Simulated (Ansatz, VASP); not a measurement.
# Cross-check of Al2GaAs2P between VASP and Ansatz

One calculation is typed for both programs; each brings its own data sets. How far apart do they land? The cell is generated by rule, not measured, and may not be a known phase. The cell is taken from a series of runs on this material, whose earlier steps may have relaxed, scaled, displaced or heated it; both programs get it as it stands.

Program: Ansatz 0.2.0. Level of theory: plane waves, with VASP 6.6.1 beside it; PBE. Results are calculated unless marked as measured.

The structure was built from a prototype and need not be the compound's stable phase.

## (1) The starting structure

It takes space group Imm2 (No. 44, orthorhombic). Conventional cell: a = 3.999 Å, b = 4.001 Å, c = 16.940 Å, α = 90.00°, β = 90.00°, γ = 90.00°. Al has 2 P at 2.40 Å and 2 As at 2.47 Å nearest. Nearest to Al lie 4 As at 2.47 Å. As has 4 Al at 2.47 Å nearest. Nearest to As lie 2 Al at 2.47 Å and 2 Ga at 2.47 Å. Nearest to Ga lie 2 P at 2.41 Å and 2 As at 2.47 Å. Nearest to P lie 2 Al at 2.40 Å and 2 Ga at 2.41 Å. Farther neighbours are not listed.

## (2) Ansatz: relaxation of cell and atoms, PBE, pair 1

Ansatz runs on its default PAW (the set named soft_2) files.

The relaxed volume is the usual yardstick between codes: in a stiff, nearly cubic crystal its relative difference is about their pressure difference at one cell divided by the bulk modulus.

The input, input.yaml:

```yaml
crystal:
  lattice:
    - [2.8292276922, 2.8292276922, 0.0]
    - [-2.8280322121, 2.8280322121, 0.0]
    - [2.8286299521, 0.00059774, 8.4700200275]
  atoms:
    - { symbol: Al, position: [0.0040324609, -0.0040324609, -0.0080649218] }
    - { symbol: Al, position: [0.3335185262, 0.6664814738, 0.3329629477] }
    - { symbol: As, position: [0.4188148464, 0.0811851536, 0.1623703071] }
    - { symbol: As, position: [0.7484634994, 0.7515365006, 0.5030730013] }
    - { symbol: Ga, position: [0.6624715809, 0.3375284191, 0.6750568383] }
    - { symbol: P, position: [0.0826990863, 0.4173009137, 0.8346018275] }
kpoints:
  mp_grid: { grid: [6, 6, 6] }
hamiltonian:
  xc: pbe
scf:
  occupations: { method: gaussian, width: 0.02 }
output:
  forces: true
  stress: true
  eigenvalues: true
relax:
  adjacent_minimum: "off"
  f_tol: 0.005
  max_steps: 80
  cell: { stress_tol: 0.05 }
```

The run is started by

```sh
$ ansatz run input.yaml --threads 8 --pin off --max-ram 14336MiB --backend cpu --events-out ev --progress --plain --runs-dir out
```

Numbers of over 12 decimals in the logs are rounded to 6 here.

Log:

```text
Engine: ansatz 0.2.0, aarch64-unknown-linux-gnu
Pseudopotentials: kind: paw
Pseudopotential: Al, paw, valence charge 3, recommended cutoff 420 eV (normal), Al.paw.azcp
Pseudopotential: As, paw, valence charge 15, recommended cutoff 420 eV (normal), As.paw.azcp
Pseudopotential: Ga, paw, valence charge 13, recommended cutoff 420 eV (normal), Ga.paw.azcp
Pseudopotential: P, paw, valence charge 5, recommended cutoff 420 eV (normal), P.paw.azcp
Functional definition: PBE
  parameter kappa = 0.804
  parameter beta = 0.066725
  exchange = pbe_x(kappa = kappa, mu = beta*pi^2/3)
  correlation = pbe_c(beta = beta)
Crystal: 6 atoms, lattice volume = 135.540 Å³
Basis set: ecut = 420 eV, 2625 PW (Γ), exchange–correlation on 54×54×120 points (8 copies of the dense FFT grid, shifted against one another)
Bands: 33, of which v1, the nominal top of the filled ones, is band 27 counted from 1 (26 counted from 0)
Symmetry: 4 space group operations
Space group: Imm2 (ITA 44), of the structure as read, at distance tolerance 5.1e-5 Å
k-points: 46 of 216 (time reversal used)
Non-local potential: Al, projectors of the file, l = 0: 2, l = 1: 2, l = 2: 1
Non-local potential: As, projectors of the file, l = 0: 2, l = 1: 2, l = 2: 3, l = 3: 1
Non-local potential: Ga, projectors of the file, l = 0: 2, l = 1: 2, l = 2: 3, l = 3: 1
Non-local potential: P, projectors of the file, l = 0: 2, l = 1: 2, l = 2: 2
PAW form: soft (Blöchl's): semilocal exchange-correlation on the pseudo side does not see the compensation charge
PAW one-centre angular grid: Al, 110 points (default); XC on 64 Gauss nodes
PAW one-centre angular grid: As, 590 points (default); XC on 64 Gauss nodes
PAW one-centre angular grid: Ga, 590 points (default); XC on 64 Gauss nodes
PAW one-centre angular grid: P, 110 points (default); XC on 64 Gauss nodes
Initial density: superposition of atomic densities (neutral atoms: chi_scale 0, normalization atom), corrected by the library's trained network
Initial wavefunctions: pseudopotential atomic-orbital guess
Functional: x = pbe(κ = 0.804, μ = 0.219515), c = pbe(β = 0.066725)
SCF iter   1: F=—  HF=-15328.792930 eV  |F-HF|=—  |Δ(HF+E_count)|=         —  Δρ=1.56e-3  dr2=6.09e-3  ethr=1.77e-3  ⟨swp⟩=7.8  Hψ=7301  notcnv=0  defer=1
preconditioner: auto → Resta (q_TF=auto, 2.340 Å⁻¹)  ε∞=3.8  [insulator: Δε(μ)=1.410 eV  Ē_g=11.192 eV  σ=0.020 eV  W_gap=1.00  n_scr=26 (ndim 8)  ℏωp=18.6 eV  f_vac=0.011  D(μ)=0.00/eV (n_scr^D=0)  ε∞_Penn≈3.8]
SCF iter   2: F=—  HF=-15328.788777 eV  |F-HF|=—  |Δ(HF+E_count)|=   4.15e-3  Δρ=8.39e-4  dr2=1.51e-3  ethr=1.13e-5  ⟨swp⟩=2.8  Hψ=3011  notcnv=0  defer=77
SCF iter   3: F=—  HF=-15328.788780 eV  |F-HF|=—  |Δ(HF+E_count)|=   3.44e-6  Δρ=4.50e-4  dr2=2.82e-4  ethr=2.79e-6  ⟨swp⟩=2.0  Hψ=2364  notcnv=0  defer=77
SCF iter   4: F=—  HF=-15328.788646 eV  |F-HF|=—  |Δ(HF+E_count)|=   1.34e-4  Δρ=1.53e-4  dr2=5.04e-5  ethr=5.22e-7  ⟨swp⟩=2.0  Hψ=2207  notcnv=0  defer=77
SCF iter   5: F=—  HF=-15328.788709 eV  |F-HF|=—  |Δ(HF+E_count)|=   6.33e-5  Δρ=4.84e-5  dr2=5.44e-6  ethr=9.33e-8  ⟨swp⟩=3.0  Hψ=2695  notcnv=0  defer=77
SCF iter   6: F=—  HF=-15328.788715 eV  |F-HF|=—  |Δ(HF+E_count)|=   5.54e-6  Δρ=2.09e-5  dr2=9.50e-7  ethr=1.01e-8  ⟨swp⟩=2.0  Hψ=2683  notcnv=0  defer=77
SCF iter   7: F=-15328.788715 eV  HF=-15328.788715 eV  |F-HF|=1.01e-7  |Δ(HF+E_count)|=   4.63e-7  Δρ=6.49e-6  dr2=4.52e-8  ethr=1.85e-10  ⟨swp⟩=8.9  Hψ=7909  notcnv=0
SCF 1 converged in 7 iterations: F = -15328.788715 eV  dr2 = 4.52e-8
  greatest PAW one-centre occupation: 0.999 electrons in one spin orbital (limit 2), on the As atom at site 3 (counted from 0), in its partial waves of l = 2
relax step   1: F+E_penalty+E_count = -15328.78871508 eV  Δ(F+E_penalty+E_count) = +0.000e0 eV  max|allowed force component| = 2.770e-2 eV/Å  Δτ_max = 0.0000 Å  P = +0.108 GPa  Ω = 135.540 Å³  (7 SCF iters, dr2 threshold 1.00e-7 eV, accepted)
[...]
relax step   2: F+E_penalty+E_count = -15328.78879134 eV  Δ(F+E_penalty+E_count) = -7.626e-5 eV  max|allowed force component| = 2.163e-3 eV/Å  Δτ_max = 0.0026 Å  P = +0.020 GPa  Ω = 135.712 Å³  energy of the carried Pulay correction = -3.271e-5 eV  (4 SCF iters, dr2 threshold 4.79e-8 eV, accepted)
[...]
relax step   3: F+E_penalty+E_count = -15328.78882092 eV  Δ(F+E_penalty+E_count) = -2.958e-5 eV  max|allowed force component| = 2.161e-3 eV/Å  Δτ_max = 0.0000 Å  P = +0.020 GPa  Ω = 135.712 Å³  stress off target by 3.23e-2 GPa  SCF on the basis re-selected at this cell (its energy is not comparable with the rows above)  (6 SCF iters)
basis re-selected at this cell: Δ(F+E_penalty+E_count) = -2.958e-5 eV, ΔP = +0.000 GPa vs the last step (what re-selecting the basis moved, of the pressure what is left beyond the Pulay correction that the steps carried, after the strain that the cell walked since its last selection, with what the two solves' SCF thresholds leave and, on support functions, any second-order correction that the steps lacked; it is no m [...]
SCF converged after 6 iterations
Free energy (F): -15328.788821 eV
Harris-Foulkes:  -15328.788821 eV  (|F-HF|=1.33e-10)
Internal energy: -15328.788821 eV  (E = F + TS)
E sigma→0 (E₀):  -15328.788821 eV
Fermi energy:    6.935688 eV
--- Per-component energies (eV) ---
  E_band       = -610.834250
  E_kinetic    = 436.988301
  E_local      = -6951.421928  (includes V_loc(G=0)·N_el)
  E_nonlocal   = -861.199189
  E_hartree    = 3531.619641
  E_xc         = -367.563355
  E_vxc        = -334.009053  (∫ρ·V_xc dr)
  E_paw        = -7164.761540  (= ΣΔE_a)
  E_vpaw       = 35.568582  (= ΣTr[D̂ρ^β])
  E_aug_tail   = -0.000108  (compensation charges beyond the density's cutoff)
  E_ewald      = -3952.450643
  E_smearing   = -0.000000  (= −TS)
  E_closure    = 0.000000  (closes the sum)
  Σ components = -15328.788821   (vs F -15328.788821, Δ=0.00e0)
--- Forces (eV/Å), atoms counted from 1 ---
  atom   1  Al    -0.00000000    -0.00000000     0.00031570
  atom   2  Al     0.00000000     0.00000000    -0.00216098
  atom   3  As     0.00000000     0.00000000    -0.00052459
  atom   4  As    -0.00000000    -0.00000000     0.00088926
  atom   5  Ga     0.00000000     0.00000000    -0.00047979
  atom   6  P     -0.00000000    -0.00000000     0.00196011
  max |Σ_I F_I| component: 3.11e-7 eV/Å
--- Stress (GPa, compression-positive) ---
        0.019904       0.012399       0.000000
        0.012399       0.019904       0.000000
        0.000000       0.000000       0.020215
  P = ⅓ Tr σ = 0.0200 GPa (0.200 kbar)
--- Band table (eV; the first three rows and the last of 46) ---
  k-point 0: bands = [... 23 lower, 4.5729, 6.1835, 6.2155, 6.2268, 7.6446, 8.1299, 8.3328, 9.0950, ... 2 higher]
  k-point 1: bands = [... 23 lower, 4.7148, 5.7494, 6.0966, 6.1112, 7.8360, 8.0969, 8.6126, 8.8728, ... 2 higher]
  k-point 2: bands = [... 23 lower, 5.0112, 5.0147, 5.7987, 5.8265, 7.7884, 8.1720, 8.9597, 9.2627, ... 2 higher]
  k-point 45: bands = [... 23 lower, 3.5681, 3.6416, 3.8621, 3.9111, 7.9696, 8.4607, 8.6299, 9.3310, ... 2 higher]
--- Relaxed structure (2 steps of the walk, 2 accepted, 1 SCFs on fresh bases) ---
  F+E_penalty+E_count = -15328.78882092 eV   max|allowed force component| = 2.161e-3 eV/Å   (the final SCF, on the basis selected at the relaxed cell)
  cell:  # Å, volume = 135.7116 Å³
    - [2.830117, 2.830117, 1.6706634412954177e-11]
    - [-2.829773, 2.829773, 1.4043291484818557e-19]
    - [2.829945, 0.000172032, 8.472881]
  atoms:
    - { symbol: Al, position: [0.00397735, -0.00397735, -0.0079547] }
    - { symbol: Al, position: [0.333488, 0.666512, 0.333023] }
    - { symbol: As, position: [0.418736, 0.081264, 0.162527] }
    - { symbol: As, position: [0.748479, 0.751521, 0.503043] }
    - { symbol: Ga, position: [0.662623, 0.337377, 0.674753] }
    - { symbol: P, position: [0.082696, 0.417304, 0.834608] }
```

## (3) VASP: relaxation of cell and atoms, PBE, pair 1

The same cell, functional, mesh and smearing now go to VASP, with its own data sets.

Lines of VASP's logs that name or quote its potential files are left out, and so is its time.

The input, INCAR:

```
SYSTEM = Al2GaAs2P
PREC = Accurate
ENCUT = 500
EDIFF = 1E-07
NELM = 120
ISMEAR = 0
SIGMA = 0.02
LREAL = .FALSE.
ALGO = Normal
GGA = PE
NBANDS = 23
LORBIT = 11
LWAVE = .FALSE.
LCHARG = .FALSE.
ISIF = 3
IBRION = 2
NSW = 80
EDIFFG = -0.005
LASPH = .TRUE.
GGA_COMPAT = .FALSE.
NELMIN = 4
EFERMI = MIDGAP
KPAR = 2
```

The input, POSCAR:

```
Al2GaAs2P
1.0
    2.8292280000      2.8292280000      0.0000000000
   -2.8280320000      2.8280320000      0.0000000000
    2.8286300000      0.0005980000      8.4700200000
Al As Ga P
2 2 1 1
Direct
    0.0040324580      0.9959675420      0.9919350840
    0.3335185159      0.6664814841      0.3329629682
    0.4188148316      0.0811851684      0.1623703368
    0.7484635220      0.7515364780      0.5030729561
    0.6624715762      0.3375284238      0.6750568476
    0.0826990964      0.4173009037      0.8346018073
```

The input, KPOINTS:

```
Automatic mesh
0
Gamma
6 6 6
0 0 0
```

Potentials, in the order of the species: Al, As, Ga_d and P (PBE family, release 64).

The run is started by

```sh
$ mpirun -np 2 vasp_std
```

Log:

```text
[banner, memory and clock lines left out]
running    2 mpi-ranks, on    1 nodes
 distrk:  each k-point on    1 cores,    2 groups
 distr:  one band on    1 cores,    1 groups

 POSCAR found type information on POSCAR AlAsGaP
 POSCAR found :  4 types and       6 ions
 LDA part: xc-table for (Slater+PW92), standard interpolation
 POSCAR, INCAR and KPOINTS ok, starting setup
 FFT: planning ... GRIDC
 FFT: planning ... GRID_SOFT
 FFT: planning ... GRID
 WAVECAR not read
 entering main loop
       N       E                     dE             d eps       ncg     rms          rms(c)
DAV:   1     0.193968010479E+03    0.19397E+03   -0.13674E+04  2137   0.145E+03
DAV:   2    -0.604430118083E+01   -0.20001E+03   -0.19020E+03  2447   0.347E+02
DAV:   3    -0.278714373609E+02   -0.21827E+02   -0.21491E+02  2588   0.940E+01
DAV:   4    -0.285986522032E+02   -0.72721E+00   -0.72487E+00  2816   0.192E+01
DAV:   5    -0.286174915284E+02   -0.18839E-01   -0.18835E-01  2733   0.281E+00    0.605E+00
DAV:   6    -0.279848437553E+02    0.63265E+00   -0.11558E+00  3281   0.108E+01    0.370E+00
DAV:   7    -0.279033561673E+02    0.81488E-01   -0.56387E-01  2491   0.333E+00    0.132E+00
DAV:   8    -0.279036975811E+02   -0.34141E-03   -0.50214E-02  2845   0.224E+00    0.257E-01
DAV:   9    -0.279046901991E+02   -0.99262E-03   -0.48706E-03  2679   0.878E-01    0.145E-01
DAV:  10    -0.279048481972E+02   -0.15800E-03   -0.55394E-04  2791   0.153E-01    0.774E-02
DAV:  11    -0.279050898808E+02   -0.24168E-03   -0.27953E-04  2462   0.123E-01    0.194E-02
DAV:  12    -0.279051027127E+02   -0.12832E-04   -0.18026E-05  2694   0.295E-02    0.109E-02
DAV:  13    -0.279051089951E+02   -0.62824E-05   -0.11181E-05  2473   0.166E-02    0.325E-03
DAV:  14    -0.279051090718E+02   -0.76630E-07   -0.35869E-07  2440   0.473E-03
   1 F= -.27905109E+02 E0= -.27905109E+02  d E =-.279051E+02
[...]
2 F= -.27905328E+02 E0= -.27905328E+02  d E =-.219180E-03
[...]
3 F= -.27905376E+02 E0= -.27905376E+02  d E =-.266843E-03
[...]
4 F= -.27905376E+02 E0= -.27905376E+02  d E =-.266755E-03
 curvature:  -0.36 expect dE=-0.172E-05 dE for cont linesearch -0.114E-07
 ZBRENT: accuracy reached
 trial: gam= 0.01277 g(F)=  0.408E-05 g(S)=  0.733E-06 ort =-0.494E-05 (trialstep = 0.943E+00)
 search vector abs. value=  0.481E-05
 bond charge predicted
       N       E                     dE             d eps       ncg     rms          rms(c)
DAV:   1    -0.279053787253E+02   -0.28438E-05   -0.32596E-04  2466   0.997E-02    0.497E-03
DAV:   2    -0.279053790719E+02   -0.34661E-06   -0.95329E-06  3058   0.239E-02    0.272E-03
DAV:   3    -0.279053788973E+02    0.17459E-06   -0.54622E-07  2861   0.630E-03    0.108E-03
DAV:   4    -0.279053789076E+02   -0.10302E-07   -0.11539E-07  1561   0.256E-03
   5 F= -.27905379E+02 E0= -.27905379E+02  d E =-.308120E-05
 trial-energy change:   -0.000003  1 .order   -0.000003   -0.000004   -0.000001
 step:   1.4098(harm=  1.4098)  dis= 0.00041  next Energy=   -27.905379 (dE=-0.335E-05)
 reached required accuracy - stopping structural energy minimisation
```

From OUTCAR (step 3):

```text
ion  position               nearest neighbor table
   1  0.004  0.996  0.992-   6 2.40   6 2.40   3 2.47   3 2.47
   2  0.334  0.666  0.333-   4 2.47   4 2.47   3 2.47   3 2.47
   3  0.419  0.081  0.162-   1 2.47   1 2.47   2 2.47   2 2.47
   4  0.748  0.752  0.503-   2 2.47   2 2.47   5 2.47   5 2.47
   5  0.662  0.338  0.675-   6 2.41   6 2.41   4 2.47   4 2.47
   6  0.083  0.417  0.835-   1 2.40   1 2.40   5 2.41   5 2.41

  LATTYP: Found a body centered orthorhombic cell.
 ALAT       =     3.9994412092
 B/A-ratio  =     1.0004229089
 C/A-ratio  =     4.2356017038

 Subroutine GETGRP returns: Found  4 space group operations
 (whereof  4 operations were pure point group operations)

The static configuration has the point symmetry C_2v.

 Found     46 irreducible k-points:

   k-points           NKPTS =     46   k-points in BZ     NKDIM =     46   number of bands    NBANDS=     23

   dimension x,y,z NGX =    30 NGY =   30 NGZ =   70
   dimension x,y,z NGXF=    60 NGYF=   60 NGZF=  140

   ENCUT  =  500.0 eV  36.75 Ry    6.06 a.u.   7.29  7.29 16.28*2*pi/ulx,y,z

   NELECT =      34.0000    total number of electrons

 k-points in reciprocal lattice and weights: Automatic mesh
   0.00000000  0.00000000  0.00000000       0.005
   0.16666667  0.00000000  0.00000000       0.019
   0.33333333  0.00000000  0.00000000       0.019
   0.50000000  0.00000000  0.00000000       0.009
   0.00000000  0.16666667 -0.00000000       0.019
   0.16666667  0.16666667 -0.00000000       0.019
   0.33333333  0.16666667 -0.00000000       0.037
   0.50000000  0.16666667  0.00000000       0.037
  -0.33333333  0.16666667  0.00000000       0.037
[...]
0.00000000  0.33333333  0.33333333       0.009
   0.00000000  0.00000000  0.50000000       0.005

 average (electrostatic) potential at core
       1 -76.3152       2 -76.2940       3 -49.6783       4 -49.8326       5 -66.1474
       6 -84.0072

 E-fermi :   4.5344

 k-point     1 :       0.0000    0.0000    0.0000
  band No.  band energies     occupation
    ...
     13       2.1215      2.00000
     14       2.1810      2.00000
     15       3.7853      2.00000
     16       3.8179      2.00000
     17       3.8324      2.00000
     18       5.2364      0.00000
     19       5.7218      0.00000
     20       5.9299      0.00000
     21       6.6918      0.00000
     22       6.8612      0.00000
    ...

 k-point     2 :       0.1667    0.0000    0.0000
  band No.  band energies     occupation
    ...
     13       1.8033      2.00000
     14       2.2039      2.00000
     15       2.3610      2.00000
     16       3.3254      2.00000
     17       3.7371      2.00000
     18       5.9806      0.00000
     19       6.4002      0.00000
     20       6.6127      0.00000
     21       7.5130      0.00000
     22       8.0014      0.00000
    ...

 k-point     3 :       0.3333    0.0000    0.0000
  band No.  band energies     occupation
    ...
     13       2.1467      2.00000
     14       2.2821      2.00000
     15       2.3622      2.00000
     16       2.7678      2.00000
     17       3.4473      2.00000
     18       6.2177      0.00000
     19       6.5748      0.00000
     20       6.9340      0.00000
     21       8.2796      0.00000
     22       8.6183      0.00000
    ...

  Total        0.0000986      0.0000986     -0.0029031     -0.0045553      0.0000000      0.0000000
  in kB        0.0011626      0.0011626     -0.0342146     -0.0536864      0.0000000      0.0000000
  external PRESSURE =      -0.0106298 kB  Pullay stress =       0.0000000 kB

  energy-cutoff  :      500.00
  volume of cell :      135.95
      direct lattice vectors                 reciprocal lattice vectors
     2.832161407  2.832161407  0.000000000     0.176543610  0.176543610 -0.058975142
    -2.830862593  2.830862593  0.000000000    -0.176624609  0.176624609  0.058975142
     2.831512000  0.000649407  8.478148311     0.000000000  0.000000000  0.117950284

 POSITION                                       TOTAL-FORCE (eV/Angst)
 -----------------------------------------------------------------------------------
      0.00065      2.83151      8.40923         0.000000      0.000000     -0.000598
      0.00065      2.83151      2.82319         0.000000      0.000000      0.000010
      1.41608      1.41608      1.37672         0.000000      0.000000      0.001174
      1.41673      4.24759      4.26523         0.000000     -0.000000      0.000223
      2.83216      2.83216      5.72252        -0.000000     -0.000000     -0.002165
      1.41608      1.41608      7.07663         0.000000      0.000000      0.001356
 -----------------------------------------------------------------------------------
    total drift:                               -0.000163      0.000015      0.000065

  FREE ENERGIE OF THE ION-ELECTRON SYSTEM (eV)
  ---------------------------------------------------
  free  energy   TOTEN  =       -27.9053789076 eV

  energy  without entropy=      -27.9053789076  energy(sigma->0) =      -27.90537891

 reached required accuracy - stopping structural energy minimisation

 total charge
# of ion       s       p       d       tot
------------------------------------------
    1        0.399   0.363   0.000   0.763
    2        0.405   0.363   0.000   0.768
    3        1.194   1.670   0.023   2.887
    4        1.200   1.628   0.026   2.854
    5        0.866   0.767   9.994  11.627
    6        1.019   1.519   0.000   2.537
--------------------------------------------------
tot          5.082   6.310  10.044  21.436

[... 3 further parts left out ...]
```

CONTCAR:

```
Al2GaAs2P
   1.00000000000000
     2.8321614065181380    2.8321614065181380    0.0000000000000000
    -2.8308625928516218    2.8308625928516218    0.0000000000000000
     2.8315119996848801    0.0006494068332581    8.4781483107862989
  Al              As              Ga              P
     2     2     1     1
Direct
     0.0040646119954102    0.9959353880045898    0.9918707760091726
     0.3335017640323596    0.6664982359676404    0.3329964719352878
     0.4188076781874149    0.0811923218125850    0.1623846436251771
     0.7484577244342938    0.7515422755657062    0.5030845512314140
     0.6625133106465581    0.3374866893534419    0.6749733787068768
     0.0826549108039651    0.4173450892960367    0.8346901784920645
```

The run keeps the 4 symmetry operations of its start, so it cannot find a distortion of lower symmetry.

## (4) Differences

Known differences besides the potentials themselves: the data sets hold 54 valence electrons in Ansatz (on its default PAW (the set named soft_2) files) and 34 in VASP; the cutoff is 420 eV in Ansatz and 500 eV in VASP; Ansatz adds a Pulay correction to the stress that steers its cell, VASP none. Total energies have different zeros and are not compared.

Both answers:

| quantity | Ansatz | VASP | difference |
| --- | --- | --- | --- |
| volume (Å³) | 135.71 | 135.95 | -0.17 % |
| edge a after relaxation, in the typed setting (Å) | 4.002 | 4.005 | -0.07 % |
| edge b after relaxation, in the typed setting (Å) | 4.002 | 4.003 | -0.04 % |
| edge c after relaxation, in the typed setting (Å) | 8.933 | 8.938 | -0.06 % |

(Continued in part 2 of 2.)

[Lines on the potential files, build, host, timing and source positions are cut from VASP's logs without a mark.]

[Logs are printed without paths, hosts, clocks, repeated set-up lines and the standing remarks that a program may print on its own settings, such as how far it seeks lower states.]

[Hosts, paths, dates, database ids (printed as entryN), source tags and the programs' standing remarks are cut or masked in the printed files.]
